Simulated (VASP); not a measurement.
Input of a VASP 6.6.1 run:

Contents of INCAR:

```
SYSTEM = HfIn2Se5
PREC = Normal
ENCUT = 520
EDIFF = 1E-5
ISMEAR = 0
SIGMA = 0.05
LREAL = Auto
LASPH = .TRUE.
NELM = 80
ALGO = Fast
ISIF = 2
LWAVE = .FALSE.
LCHARG = .FALSE.
GGA = PE
```

Contents of KPOINTS:

```
Automatic mesh
0
G
  5 5 1
  0 0 0
```

The input POSCAR:

```
HfIn2Se5
1.0
    3.9654010000      0.0000000000      0.0000000000
   -1.9827010000      3.4341380000      0.0000000000
    0.0000000000      0.0000000000     17.6374300000
Hf In Se
1 2 5
Direct
    0.0000000000      0.0000000000      0.0000810000
    0.6666670000      0.3333330000      0.6219470000
    0.3333330000      0.6666670000      0.3803090000
    0.0000000000      0.0000000000      0.6965050000
    0.6666670000      0.3333330000      0.4775420000
    0.0000000000      0.0000000000      0.3016080000
    0.3333330000      0.6666670000      0.0835650000
    0.6666670000      0.3333330000      0.9154760000
```

Potentials or basis: VASP PAW PBE potentials, release 64 (Hf_pv, In_d, Se).

Run with:

```console
$ cat potpaw_PBE.64/Hf_pv/POTCAR potpaw_PBE.64/In_d/POTCAR potpaw_PBE.64/Se/POTCAR > POTCAR
$ mpirun -np 1 vasp_std > vasp.out
```

(1) Predict the largest force.

(2) Predict the band gap on the k mesh.

(3) Predict the pressure.

## Answers

(1) 0.029 eV/Å.

(2) 0.79 eV, indirect (least direct gap 0.92 eV).

(3) 0.1 GPa.

Caveat: spin-orbit coupling is left out, which moves the levels of the heavy elements; an odd mesh through Γ misses points on the zone boundary, where band edges often lie; this functional lacks dispersion, which binds the layers, so the pressure and a relaxed spacing across them are unreliable.
